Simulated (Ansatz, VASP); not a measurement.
# ScGaN in VASP and in Ansatz

```
CELL_PARAMETERS angstrom
3.40603 0.00000 0.00000
-1.70302 2.94971 0.00000
0.00000 0.00000 5.31510
ATOMIC_POSITIONS crystal
Sc 0.66667 0.33333 0.00000
Ga 0.66667 0.33333 0.50000
N 0.00000 0.00000 0.00000
```

Alike in both runs: task single point; functional PBE; k mesh 6 × 6 × 4; occupations gaussian, width 0.1 eV; no spin polarisation.

|  | VASP | Ansatz |
| --- | --- | --- |
| version | VASP 6.6.1 | Ansatz 0.2.0 |
| potentials or method | VASP PAW PBE potentials, release 64 (Sc_sv, Ga_d, N) | scalar-relativistic, plane waves, PAW |
| plane-wave cutoff (eV) | 520 | 420 |
| valence electrons in the cell | 29 | 29 |

```tsv
	VASP	Ansatz	Ansatz less VASP
gap on the k mesh at the Fermi level (eV)	none	none	-
pressure (GPa)	13.1	12.6	-0.51
largest component of the traceless stress (GPa)	2.54	2.99	+0.452
```

A gap of «none» marks a metal or a gap that the smearing closes.
